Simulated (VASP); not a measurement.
# NaLiZnS2 (space group P3m1): computed properties

The numbers are results of r2SCAN meta-GGA, VASP's PBE PAW potentials (set 64) (plane waves; VASP 6.6.1), not measurements.

space group: P3m1 (156)
cell: a = b = 3.941 Å, c = 6.725 Å, α = β = 90.00°, γ = 120.00°
volume per atom: 18.09 Å³/atom
band gap (over mesh and band path): 2.50 eV
smallest direct gap (over mesh and band path): 2.50 eV
band-edge character: direct, Γ to Γ
density: 2.93 g/cm³

```xyz
5
Lattice="3.9409 0.0000 0.0000 -1.9705 3.4129 0.0000 0.0000 0.0000 6.7245" Properties=species:S:1:pos:R:3 pbc="T T T"
Na     0.0000     0.0000     0.1629
Li     0.0000     2.2753     2.3854
Zn     1.9705     1.1376     4.1266
S      0.0000     2.2753     4.9527
S      1.9705     1.1376     1.8214
```

The structure comes from a computed database's NaLiZnS2 entry (P3m1); how it stands against other phases isn't given here. It was relaxed first. Symmetry was kept, so distortions that lower it aren't found.
